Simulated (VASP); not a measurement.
```yaml
crystal:
  lattice:
    - [6.52898, 0.00000, 0.00000]
    - [0.00000, 6.52898, 0.00000]
    - [0.00000, 0.00000, 6.52898]
  atoms:
    - { symbol: Mg, position: [0.00000, 0.00000, 0.00000] }
    - { symbol: Mg, position: [0.50000, 0.50000, 0.00000] }
    - { symbol: Mg, position: [0.50000, 0.00000, 0.50000] }
    - { symbol: Te, position: [0.25327, 0.24673, 0.24673] }
    - { symbol: Te, position: [0.74673, 0.75327, 0.24673] }
    - { symbol: Te, position: [0.74673, 0.24673, 0.75327] }
    - { symbol: Te, position: [0.25327, 0.75327, 0.75327] }
    - { symbol: Cd, position: [0.00000, 0.50000, 0.50000] }
```

All values below come from PBE GGA, VASP's PBE PAW potentials (set 64) (plane waves; VASP). Run with 400 eV cut-off, Gaussian smearing of 0.050 eV, potentials Mg Te Cd.

Unless said otherwise, spin-orbit coupling is left out, though it shifts the bands of the heavy elements here.

**Question.** Give the energies of bands 12 to 25 at the high-symmetry points, in eV from the valence-band maximum.

**Answer.** 
```json
[
 {"band": "12", "Γ": "-3.06", "X": "-2.13", "M": "-2.63", "R": "-3.27"},
 {"band": "13", "Γ": "-1.29", "X": "-1.99", "M": "-2.63", "R": "-3.27"},
 {"band": "14", "Γ": "-1.29", "X": "-1.83", "M": "-1.63", "R": "-0.57"},
 {"band": "15", "Γ": "-1.29", "X": "-1.80", "M": "-1.63", "R": "-0.57"},
 {"band": "16", "Γ": "-1.27", "X": "-1.54", "M": "-1.63", "R": "-0.57"},
 {"band": "17", "Γ": "-1.27", "X": "-1.54", "M": "-1.57", "R": "-0.52"},
 {"band": "18", "Γ": "-1.27", "X": "-0.81", "M": "-0.63", "R": "-0.52"},
 {"band": "19", "Γ": "0.00", "X": "-0.81", "M": "-0.49", "R": "-0.35"},
 {"band": "20", "Γ": "0.00", "X": "-0.65", "M": "-0.44", "R": "-0.35"},
 {"band": "21", "Γ": "0.00", "X": "-0.65", "M": "-0.44", "R": "-0.35"},
 {"band": "22", "Γ": "1.78", "X": "3.41", "M": "3.43", "R": "2.10"},
 {"band": "23", "Γ": "2.86", "X": "3.81", "M": "4.10", "R": "3.05"},
 {"band": "24", "Γ": "2.86", "X": "3.85", "M": "4.10", "R": "3.05"},
 {"band": "25", "Γ": "2.86", "X": "3.94", "M": "4.20", "R": "3.05"}
]
```

The gap is direct, 1.78 eV, from the valence maximum at Γ to the conduction minimum at Γ.

The structure was generated: CdMg3Te4 was put into an ordered model structure (P-43m), which need not be its known phase. It was relaxed first.
